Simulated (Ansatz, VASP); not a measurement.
## Sn: VASP beside Ansatz

Wanted: the spread between two codes on one cell, functional and k mesh. The cell is taken from a series of runs on this material, whose earlier steps may have relaxed, scaled, displaced or heated it; both programs get it as it stands.

Calculated with Ansatz 0.2.0; plane waves, with VASP 6.6.1 beside it; zone-centre phonons at PBEsol.

**1. The starting structure**

It takes space group I4_1/amd (No. 141, tetragonal). The conventional cell has a = 4.594 Å, b = 4.594 Å, c = 6.671 Å, α = 90.00°, β = 90.00°, γ = 90.00°. Sn has 4 Sn at 2.84 Å nearest.

**2. Ansatz: zone-centre phonons, PBEsol**

Ansatz runs on its PAW soft_1 files.

Second derivatives magnify differences that forces hide, and they need a tight electronic threshold.

Contents of input.yaml:

```yaml
crystal:
  lattice:
    - [0.0, 3.2487072404, 3.3356930373]
    - [3.2487072404, 0.0, 3.3356930373]
    - [3.2487072404, 3.2487072404, 0.0]
  atoms:
    - { symbol: Sn, position: [0.5, 0.5, 0.5] }
    - { symbol: Sn, position: [0.75, 0.75, 0.75] }
kpoints:
  mp_grid: { grid: [12, 12, 12] }
hamiltonian:
  xc: pbesol
  pseudopotentials: { kind: paw, azcp: { folder: soft_1 }, xc_functional: pbe }
scf:
  occupations: { method: methfessel_paxton, width: 0.2 }
output:
  eigenvalues: true
phonons:
  method: dfpt
```

Command:

```sh
> ansatz run input.yaml --threads 4 --pin off --max-ram 10240MiB --backend cpu --events-out ev --progress --plain --runs-dir out
```

Numbers of over 12 decimals in the logs are rounded to 6 here.

Output:

```text
zone centre: on kpoints.mp_grid the ground state, and the responses unless they are solved on pairs of k-points, stand on 280 of the mesh's 1728 k-points, reduced under 4 symmetry operations, with k and −k counted as one. Each operation leaves every solved displacement unchanged or reverses it
Engine: ansatz 0.2.0, x86_64-unknown-linux-gnu
Pseudopotentials: kind: paw
Pseudopotential: Sn, paw, valence charge 14, recommended cutoff 420 eV (normal), soft_1/Sn.paw.azcp
Functional definition: PBEsol
  exchange = pbesol_x
  correlation = pbesol_c
Crystal: 2 atoms, lattice volume = 70.410 Å³
Basis set: ecut = 420 eV, 1387 PW (Γ), exchange–correlation on 64×64×64 points (8 copies of the dense FFT grid, shifted against one another)
Bands: 18, of which v1, the nominal top of the filled ones, is band 14 counted from 1 (13 counted from 0)
Symmetry: 16 space group operations
k-points: 280 of 1728 (irreducible under 4 space group operations, time reversal used)
Non-local potential: Sn, projectors of the file, l = 0: 2, l = 1: 2, l = 2: 2, l = 3: 1
PAW form: soft (Blöchl's): semilocal exchange-correlation on the pseudo side does not see the compensation charge
PAW frozen core: Sn, regenerated for the run's functional, and the local potential with it (the file was generated under x = pbe(κ = 0.804, μ = 0.219515), c = pbe(β = 0.066725))
PAW one-centre angular grid: Sn, 590 points (default); XC on 64 Gauss nodes
Initial density: superposition of atomic densities (chi_scale 0.1, normalization cell)
Initial wavefunctions: pseudopotential atomic-orbital guess
Functional: x = pbesol(κ = 0.804, μ = 0.123457), c = pbesol(β = 0.046)
SCF iter   1: F=—  HF=-11899.711053 eV  |F-HF|=—  |Δ(HF+E_count)|=         —  Δρ=2.10e-2  dr2=3.27e-1  ethr=3.10e-3  ⟨swp⟩=5.6  Hψ=26442  notcnv=0
preconditioner: auto → Kerker (q_TF=auto, 2.340 Å⁻¹)  [metal: Δε(μ)=0.025 eV  Ē_g=19.839 eV  σ=0.200 eV  W_gap=0.11  n_scr=14 (ndim 8)  ℏωp=23.4 eV  f_vac=0.008  D(μ)=0.18/eV (n_scr^D=0)]
SCF iter   2: F=—  HF=-11899.671008 eV  |F-HF|=—  |Δ(HF+E_count)|=   4.00e-2  S|Δr|=    0.00e0  Δρ=1.37e-2  dr2=1.57e-1  ethr=1.17e-3  ⟨swp⟩=1.0  Hψ=7281  notcnv=0
SCF iter   3: F=—  HF=-11899.640788 eV  |F-HF|=—  |Δ(HF+E_count)|=   3.02e-2  S|Δr|=    0.00e0  Δρ=2.50e-3  dr2=1.26e-2  ethr=5.60e-4  ⟨swp⟩=1.0  Hψ=5040  notcnv=0
SCF iter   4: F=—  HF=-11899.641522 eV  |F-HF|=—  |Δ(HF+E_count)|=   7.34e-4  S|Δr|=    0.00e0  Δρ=1.36e-3  dr2=2.60e-3  ethr=4.51e-5  ⟨swp⟩=2.0  Hψ=6115  notcnv=0
SCF iter   5: F=—  HF=-11899.642672 eV  |F-HF|=—  |Δ(HF+E_count)|=   1.15e-3  S|Δr|=    0.00e0  Δρ=2.84e-4  dr2=7.32e-5  ethr=9.27e-6  ⟨swp⟩=2.0  Hψ=6162  notcnv=0
SCF iter   6: F=—  HF=-11899.642748 eV  |F-HF|=—  |Δ(HF+E_count)|=   7.58e-5  S|Δr|=    0.00e0  Δρ=5.39e-5  dr2=1.42e-6  ethr=2.62e-7  ⟨swp⟩=2.1  Hψ=6495  notcnv=0
SCF iter   7: F=—  HF=-11899.642755 eV  |F-HF|=—  |Δ(HF+E_count)|=   6.64e-6  S|Δr|=    0.00e0  Δρ=9.05e-6  dr2=3.79e-8  ethr=5.08e-9  ⟨swp⟩=2.0  Hψ=6178  notcnv=0
SCF iter   8: F=—  HF=-11899.642755 eV  |F-HF|=—  |Δ(HF+E_count)|=   1.46e-7  S|Δr|=    0.00e0  Δρ=1.43e-6  dr2=1.54e-9  ethr=1.35e-10  ⟨swp⟩=2.4  Hψ=7502  notcnv=0
SCF iter   9: F=—  HF=-11899.642755 eV  |F-HF|=—  |Δ(HF+E_count)|=   4.30e-9  S|Δr|=    0.00e0  Δρ=2.99e-7  dr2=4.95e-11  ethr=5.50e-12  ⟨swp⟩=2.8  Hψ=8307  notcnv=0
SCF iter  10: F=-11899.642755 eV  HF=-11899.642755 eV  |F-HF|=1.82e-12  |Δ(HF+E_count)|=  8.73e-11  S|Δr|=    0.00e0  Δρ=8.03e-8  dr2=4.14e-12  ethr=1.00e-12  ⟨swp⟩=6.6  Hψ=22678  notcnv=0
SCF 1 converged in 10 iterations: F = -11899.642755 eV  dr2 = 4.14e-12
  greatest PAW one-centre occupation: 0.991 electrons in one spin orbital (limit 2), on the Sn atom at site 1 (counted from 0), in its partial waves of l = 2
DFPT response loops at Γ: preconditioner auto → Kerker (q_TF=auto, 2.340 Å⁻¹) (partly filled bands, converged f_vac=0.087); β = 1.00, the filter's whole step (`scf.mixing.beta` (0.50) is not read by the response loops under this deck's `scf.mixing.preconditioner`; to damp them name `kerker` or `kerker_dos`, under which they read `scf.mixing.beta`, and type it under 1.00, their step now; both keys bind the ground state too); Broyden in place of MSR1
SCF converged after 10 iterations
Stability not checked: this state was not tested for a lower state beside it, because cold or Methfessel-Paxton smearing, or corrected tetrahedra, fill the levels in a way that the test cannot read (fill_not_monotonic; see scf.lower_state_search)
Free energy (F): -11899.642755 eV
Harris-Foulkes:  -11899.642755 eV  (|F-HF|=1.82e-12)
Internal energy: -11899.642426 eV  (E = F + TS)
E sigma→0 (E₀):  -11899.642673 eV
Entropy (-TS):   -0.000329 eV (-0.164 meV/atom)
Fermi energy:    7.328390 eV
--- Per-component energies (eV) ---
  E_band       = -258.761540
  E_kinetic    = 336.563698
  E_local      = -2658.573681  (includes V_loc(G=0)·N_el)
  E_nonlocal   = 293.777031
  E_hartree    = 1289.061881
  E_xc         = -248.824298
  E_vxc        = -160.119510  (∫ρ·V_xc dr)
  E_paw        = -8592.585147  (= ΣΔE_a)
  E_vpaw       = -648.533514  (= ΣTr[D̂ρ^β])
  E_aug_tail   = 0.000580  (compensation charges beyond the density's cutoff)
  E_ewald      = -2319.632171
  E_core_change = 0.569679  (= ΣΔE_core)
  E_smearing   = -0.000329  (= −TS)
  E_closure    = 0.000000  (closes the sum)
  Σ components = -11899.642755   (vs F -11899.642755, Δ=0.00e0)
--- Band table (eV; the first three rows and the last of 280) ---
  k-point 0: bands = [... 10 lower, -3.0802, 6.4449, 7.3209, 7.4972, 7.4972, 9.4635, 9.4635, 9.5687]
  k-point 1: bands = [... 10 lower, -3.0148, 5.6772, 7.2391, 7.3638, 7.7784, 9.6411, 9.6576, 9.8054]
  k-point 2: bands = [... 10 lower, -2.8214, 4.4900, 6.9467, 7.0802, 7.7940, 10.0240, 10.0478, 10.5964]
  k-point 279: bands = [... 10 lower, -0.1413, -0.1413, 5.0740, 5.0740, 8.2497, 8.2497, 14.8413, 14.8413]
--- Phonons (Γ-DFPT): 2 representative perturbations + reference, on 280 of 1728 k-points (Σ response iterations 6) ---
  k mesh reduced under 4 symmetry operations, with k and −k counted as one. Each operation leaves every solved displacement unchanged or reverses it
  ASR residual: 4.055e-5 → 0.000e0 eV/Å²; symmetrization residual: 8.643e-13 eV/Å²
  ASR residual per site (eV/Å²): 4.05e-5 4.05e-5
  Γ frequencies (cm⁻¹): 0.00 0.00 0.00 177.74 177.74 179.22
  non-analytic LO–TO correction: not included (Born effective charges unavailable; polar crystals: no LO–TO splitting at Γ)
```

In the SCF lines HF is the Harris–Foulkes energy and dr2 the Hartree energy of the density residual, in eV; the loop may stop once dr2 is under the threshold and the program's other checks hold. Hψ counts applications of the Hamiltonian.

**3. VASP: zone-centre phonons, PBEsol**

The same cell, functional, mesh and smearing now go to VASP, with its own data sets.

Lines of VASP's logs that name or quote its potential files are left out, and so is its time.

Contents of INCAR:

```
SYSTEM = Sn
PREC = Accurate
ENCUT = 500
EDIFF = 1E-08
NELM = 120
ISMEAR = 1
SIGMA = 0.2
LREAL = .FALSE.
ALGO = Normal
GGA = PS
NBANDS = 20
LORBIT = 11
LWAVE = .FALSE.
LCHARG = .FALSE.
ISIF = 2
IBRION = 8
LASPH = .TRUE.
GGA_COMPAT = .FALSE.
KPAR = 2
```

Contents of POSCAR:

```
Sn
1.0
    0.0000000000      3.2487072404      3.3356930373
    3.2487072404      0.0000000000      3.3356930373
    3.2487072404      3.2487072404      0.0000000000
Sn
2
Direct
    0.5000000000      0.5000000000      0.5000000000
    0.7500000000      0.7500000000      0.7500000000
```

Contents of KPOINTS:

```
Automatic mesh
0
Gamma
12 12 12
0 0 0
```

PAW data sets: Sn_d (PBE family, release 64).

Command:

```sh
> mpirun -np 2 vasp_std
```

Output:

```text
[banner, memory and clock lines left out]
running    2 mpi-ranks, on    1 nodes
 distrk:  each k-point on    1 cores,    2 groups
 distr:  one band on    1 cores,    1 groups

 POSCAR found type information on POSCAR Sn
 POSCAR found :  1 types and       2 ions
|                                                                             |
|               ----> ADVICE to this user running VASP <----                  |
|                                                                             |
|     You enforced a specific xc type in the INCAR file but a different       |
|     [... a line on the potential file left out ...]
|     I HOPE YOU KNOW WHAT YOU ARE DOING!                                     |
|                                                                             |

 LDA part: xc-table for (Slater+PW92), standard interpolation
 POSCAR, INCAR and KPOINTS ok, starting setup
 FFT: planning ... GRIDC
 FFT: planning ... GRID_SOFT
 FFT: planning ... GRID
 WAVECAR not read
 entering main loop
       N       E                     dE             d eps       ncg     rms          rms(c)
DAV:   1     0.221560967864E+03    0.22156E+03   -0.14754E+04  6548   0.197E+03
DAV:   2     0.149496383323E+02   -0.20661E+03   -0.20273E+03  6536   0.440E+02
DAV:   3    -0.780128532906E+01   -0.22751E+02   -0.22619E+02  7476   0.142E+02
DAV:   4    -0.853296245952E+01   -0.73168E+00   -0.73125E+00  7396   0.288E+01
DAV:   5    -0.855820700841E+01   -0.25245E-01   -0.25244E-01  8996   0.522E+00    0.313E+00
DAV:   6    -0.849224270870E+01    0.65964E-01   -0.43282E-02  8808   0.277E+00    0.177E+00
DAV:   7    -0.846056976897E+01    0.31673E-01   -0.51245E-02  7436   0.258E+00    0.164E-01
DAV:   8    -0.846146987678E+01   -0.90011E-03   -0.69052E-03  7192   0.101E+00    0.535E-02
DAV:   9    -0.846173610298E+01   -0.26623E-03   -0.35469E-04  7844   0.138E-01    0.105E-02
DAV:  10    -0.846174591723E+01   -0.98143E-05   -0.19855E-05  8032   0.425E-02    0.529E-03
DAV:  11    -0.846174762712E+01   -0.17099E-05   -0.28274E-06  7644   0.110E-02    0.432E-04
DAV:  12    -0.846174755577E+01    0.71350E-07   -0.12255E-07  8200   0.345E-03    0.327E-04
DAV:  13    -0.846174753654E+01    0.19234E-07   -0.97007E-09  5756   0.708E-04    0.679E-05
DAV:  14    -0.846174753997E+01   -0.34302E-08   -0.72664E-10  4036   0.341E-04
   1 F= -.84617475E+01 E0= -.84616374E+01  d E =-.330536E-03
 Linear response reoptimize wavefunctions to high precision
DAV:   1    -0.846174754267E+01   -0.26998E-08   -0.27983E-10  4228   0.223E-04
DAV:   2    -0.846174754270E+01   -0.31378E-10   -0.12135E-10  3788   0.126E-04
 Linear response DOF=           2
 Linear response progress:
  Degree of freedom:   1/  2
       N       E                     dE             d eps       ncg     rms          rms(c)
RMM:   1    -0.214168287727E+00   -0.21417E+00    0.55324E-01 23878   0.100E+01
RMM:   2    -0.220849970830E+00   -0.66817E-02   -0.19690E-02 33360   0.116E+00    0.684E-02
RMM:   3    -0.221010506008E+00   -0.16054E-03   -0.16087E-03 35199   0.322E-01    0.316E-02
RMM:   4    -0.220913294293E+00    0.97212E-04   -0.11589E-04 34906   0.969E-02    0.114E-02
RMM:   5    -0.220899815954E+00    0.13478E-04   -0.17876E-05 35668   0.328E-02    0.388E-03
RMM:   6    -0.220899439635E+00    0.37632E-06   -0.14316E-06 35435   0.948E-03    0.188E-03
RMM:   7    -0.220897433556E+00    0.20061E-05   -0.64988E-07 35124   0.343E-03    0.301E-04
RMM:   8    -0.220895152058E+00    0.22815E-05   -0.26091E-07 36483   0.123E-03    0.233E-04
RMM:   9    -0.220893223457E+00    0.19286E-05   -0.78152E-08 35782   0.518E-04    0.566E-05
RMM:  10    -0.220893651451E+00   -0.42799E-06   -0.77342E-08 37832   0.219E-04    0.306E-05
RMM:  11    -0.220893638823E+00    0.12629E-07   -0.79155E-08 36478   0.116E-04    0.577E-06
RMM:  12    -0.220893625262E+00    0.13561E-07   -0.19174E-08 39034   0.679E-05    0.532E-06
RMM:  13    -0.220893614307E+00    0.10955E-07    0.25093E-09 37594   0.470E-05    0.296E-06
RMM:  14    -0.220893597751E+00    0.16555E-07   -0.17710E-09 37436   0.376E-05    0.120E-06
RMM:  15    -0.220893584386E+00    0.13366E-07   -0.56428E-10 33534   0.330E-05    0.279E-07
RMM:  16    -0.220893580967E+00    0.34189E-08   -0.15440E-09 26759   0.304E-05    0.122E-07
 first order change of Fermi-energy   0.13998E-04
 force on displaced ion       1 direction 1 :  -6.897   0.000  -0.000
 Linear response progress:
  Degree of freedom:   2/  2
       N       E                     dE             d eps       ncg     rms          rms(c)
RMM:   1    -0.214380333567E+00   -0.21438E+00    0.52437E-01 14047   0.987E+00
RMM:   2    -0.221006412448E+00   -0.66261E-02   -0.19762E-02 19638   0.116E+00    0.696E-02
RMM:   3    -0.221171754056E+00   -0.16534E-03   -0.16244E-03 20694   0.323E-01    0.323E-02
RMM:   4    -0.221076657244E+00    0.95097E-04   -0.11281E-04 20645   0.972E-02    0.113E-02
RMM:   5    -0.221065454117E+00    0.11203E-04   -0.14612E-05 20967   0.328E-02    0.380E-03
RMM:   6    -0.221064803761E+00    0.65036E-06   -0.10534E-06 20701   0.957E-03    0.182E-03
RMM:   7    -0.221062260520E+00    0.25432E-05    0.28101E-07 20682   0.350E-03    0.273E-04
RMM:   8    -0.221059911199E+00    0.23493E-05    0.52532E-08 21411   0.126E-03    0.210E-04
RMM:   9    -0.221057981347E+00    0.19299E-05    0.10631E-07 20945   0.535E-04    0.508E-05
RMM:  10    -0.221058472776E+00   -0.49143E-06    0.15590E-07 22136   0.238E-04    0.320E-05
RMM:  11    -0.221058424215E+00    0.48561E-07    0.16387E-07 21333   0.131E-04    0.717E-06
RMM:  12    -0.221058408229E+00    0.15986E-07    0.86424E-08 22950   0.800E-05    0.606E-06
RMM:  13    -0.221058391358E+00    0.16871E-07    0.59409E-08 22040   0.573E-05    0.321E-06
RMM:  14    -0.221058370880E+00    0.20478E-07    0.28524E-08 22446   0.465E-05    0.145E-06
RMM:  15    -0.221058354522E+00    0.16359E-07    0.15130E-08 20419   0.411E-05    0.229E-07
RMM:  16    -0.221058353121E+00    0.14008E-08    0.56714E-09 15502   0.379E-05    0.287E-07
 first order change of Fermi-energy   0.26828E-03
 force on displaced ion       1 direction 3 :  -0.000  -0.000  -7.012
 Linear response finished
```

From OUTCAR (step 3):

```text
ion  position               nearest neighbor table
   1  0.500  0.500  0.500-   2 2.84   2 2.84   2 2.84   2 2.84
   2  0.750  0.750  0.750-   1 2.84   1 2.84   1 2.84   1 2.84

  LATTYP: Found a body centered tetragonal cell.
 ALAT       =     4.5943658396
 C/A-ratio  =     1.4520798534

 Subroutine GETGRP returns: Found 16 space group operations
 (whereof  8 operations were pure point group operations)

The static configuration has the point symmetry D_2d.
 The point group associated with its full space group is D_4h.

 Found    163 irreducible k-points:

   k-points           NKPTS =    163   k-points in BZ     NKDIM =    163   number of bands    NBANDS=     20

   dimension x,y,z NGX =    36 NGY =   36 NGZ =   36
   dimension x,y,z NGXF=    72 NGYF=   72 NGZF=   72

   ENCUT  =  500.0 eV  36.75 Ry    6.06 a.u.   8.49  8.49  8.38*2*pi/ulx,y,z

   NELECT =      28.0000    total number of electrons

 k-points in reciprocal lattice and weights: Automatic mesh
   0.00000000  0.00000000  0.00000000       0.001
   0.08333333  0.00000000  0.00000000       0.005
   0.16666667  0.00000000  0.00000000       0.005
   0.25000000  0.00000000  0.00000000       0.005
   0.33333333  0.00000000  0.00000000       0.005
   0.41666667 -0.00000000  0.00000000       0.005
   0.50000000  0.00000000  0.00000000       0.002
   0.08333333  0.08333333  0.00000000       0.001
   0.16666667  0.08333333  0.00000000       0.005
[...]
-0.33333333  0.16666667  0.50000000       0.002
  -0.25000000  0.25000000  0.50000000       0.001

 average (electrostatic) potential at core
       1-101.5957       2-101.5957

  Total       -0.0294049     -0.0294049     -0.3884202      0.0000000      0.0000000      0.0000000
  in kB       -0.6691030     -0.6691030     -8.8384317      0.0000000      0.0000000      0.0000000
  external PRESSURE =      -3.3922126 kB  Pullay stress =       0.0000000 kB

  energy-cutoff  :      500.00
  volume of cell :       70.41
      direct lattice vectors                 reciprocal lattice vectors
     0.000000000  3.248707240  3.335693037    -0.153907374  0.153907374  0.149893888
     3.248707240  0.000000000  3.335693037     0.153907374 -0.153907374  0.149893888
     3.248707240  3.248707240  0.000000000     0.153907374  0.153907374 -0.149893888

 POSITION                                       TOTAL-FORCE (eV/Angst)
 -----------------------------------------------------------------------------------
      3.24871      3.24871      3.33569        -0.000000     -0.000000      0.000000
      4.87306      4.87306      5.00354         0.000000      0.000000     -0.000000
 -----------------------------------------------------------------------------------
    total drift:                                0.000000      0.000000      0.000000

 Eigenvectors and eigenvalues of the dynamical matrix
 ----------------------------------------------------

   1 f  =    5.373152 THz    33.760509 2PiTHz  179.229055 cm-1    22.221561 meV
             X         Y         Z           dx          dy          dz
      3.248707  3.248707  3.335693     0.000000    0.000000   -0.707107
      4.873061  4.873061  5.003540     0.000000    0.000000    0.707107

   2 f  =    5.328946 THz    33.482755 2PiTHz  177.754504 cm-1    22.038740 meV
             X         Y         Z           dx          dy          dz
      3.248707  3.248707  3.335693    -0.707107    0.000000    0.000000
      4.873061  4.873061  5.003540     0.707107    0.000000    0.000000

   3 f  =    5.328946 THz    33.482755 2PiTHz  177.754504 cm-1    22.038740 meV
             X         Y         Z           dx          dy          dz
      3.248707  3.248707  3.335693     0.000000   -0.707107    0.000000
      4.873061  4.873061  5.003540     0.000000    0.707107    0.000000

   4 f  =    0.000000 THz     0.000000 2PiTHz    0.000000 cm-1     0.000000 meV
             X         Y         Z           dx          dy          dz
      3.248707  3.248707  3.335693     0.707107    0.000000    0.000000
      4.873061  4.873061  5.003540     0.707107    0.000000    0.000000

   5 f  =    0.000000 THz     0.000000 2PiTHz    0.000000 cm-1     0.000000 meV
             X         Y         Z           dx          dy          dz
      3.248707  3.248707  3.335693     0.000000    0.707107    0.000000
      4.873061  4.873061  5.003540     0.000000    0.707107    0.000000

   6 f  =    0.000000 THz     0.000000 2PiTHz    0.000000 cm-1     0.000000 meV
             X         Y         Z           dx          dy          dz
      3.248707  3.248707  3.335693     0.000000    0.000000    0.707107
      4.873061  4.873061  5.003540     0.000000    0.000000    0.707107

 ELASTIC MODULI CONTR FROM IONIC RELAXATION (kBar)
 Direction    XX          YY          ZZ          XY          YZ          ZX
 --------------------------------------------------------------------------------
 XX           0.0000      0.0000      0.0000      0.0000      0.0000      0.0000
 YY           0.0000      0.0000      0.0000      0.0000      0.0000      0.0000
 ZZ           0.0000      0.0000      0.0000      0.0000      0.0000      0.0000
 XY           0.0000      0.0000      0.0000   -199.0538      0.0000      0.0000
 YZ           0.0000      0.0000      0.0000      0.0000   -209.6957      0.0000
 ZX           0.0000      0.0000      0.0000      0.0000      0.0000   -180.7512
 --------------------------------------------------------------------------------
```

**4. Differences**

Known differences besides the potentials themselves: the cutoff is 420 eV in Ansatz and 500 eV in VASP; Ansatz makes its cores anew for this functional, VASP keeps those of its PBE data sets. Total energies have different zeros and are not compared.

The two programs side by side:

```tsv
quantity	Ansatz	VASP	difference
optical mode 1 to 2 (cm⁻¹)	177.7	177.8	-0.01 %
optical mode 3 (cm⁻¹)	179.2	179.2	-0.01 %
```

Modes are paired by rising frequency, not by their patterns, so a pair may set unlike modes beside each other; they are those without the splitting of longitudinal modes.

**5. What came out**

```
r.m.s. difference of the optical zone-centre modes, each program's sorted by frequency (zone-centre phonons, PBEsol) : 0.013 cm⁻¹
```

The r.m.s. difference of the optical zone-centre modes, each program's sorted by frequency is 0.013 cm⁻¹ (zone-centre phonons, PBEsol). How closely two codes agree says nothing of how well the functional describes the real material.

[Lines on the potential files, build, host, timing and source positions are cut from VASP's logs without a mark.]

[Logs are printed without paths, hosts, clocks, repeated set-up lines and the standing remarks that a program may print on its own settings, such as how far it seeks lower states.]

[Hosts, paths, dates, database ids (printed as entryN), source tags and the programs' standing remarks are cut or masked in the printed files.]
